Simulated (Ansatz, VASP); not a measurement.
**Code comparison for NiB2W2 (Immm, 5 atoms in the cell)**

Self-consistent single point.

```
Ni(BW)2
1.0
   -1.57135     2.23844     3.47838
    1.57135    -2.23844     3.47838
    1.57135     2.23844    -3.47838
Ni B W
1 2 2
Cartesian
  0.00000   0.00000   0.00000
  0.00000   0.91243   3.47838
  1.57135   1.32601   0.00000
  0.00000   2.23844   1.39545
  1.57135   0.00000   2.08292
```

Shared settings, as Ansatz (an electronic-structure program) writes them: kpoints.mp_grid.grid = 8 8 8; magnetization.spin_orbit = true; scf.occupations.method = fermi_dirac; scf.occupations.width = 0.1 eV. Potentials and cutoffs stand in the table.

| code | model | pressure (GPa) | largest force (eV/Å) | cutoff |
|---|---|---|---|---|
| VASP | LDA (PZ), spin-orbit coupling, VASP's LDA PAW potentials (set 64) | 9.18 | 0.171 | 400 eV |
| Ansatz | LDA (PW92) with spin-orbit coupling, PAW files made with PBE | 6.78 | 0.151 | default |

Size of the force on each atom (eV/Å): Sizes of forces hide their directions.

```json
[
 {"code": "VASP", "Ni1": "0.000", "B2": "0.073", "B3": "0.073", "W4": "0.171", "W5": "0.171"},
 {"code": "Ansatz", "Ni1": "0.000", "B2": "0.068", "B3": "0.068", "W4": "0.151", "W5": "0.151"}
]
```

The spread over the programs that give each value: pressure within 2.40 GPa; largest force within 0.020 eV/Å.

Ansatz's pressure is given at a fixed set of plane waves, as the other plane-wave codes print theirs; with its correction for the finite basis it is 6.95 GPa. The same LDA comes in different parametrisations, which differ slightly.

VASP's run is marked for a possible Pulay error in its stress at this cutoff; no cutoff test was made.

The starting cell comes from a database of computed structures (which also holds hypothetical and non-ambient phases and stackings), without a prior relaxation at this level. Its lattice was rescaled by a random factor within 2.5 % of one.

Keys are those of Ansatz 0.2.
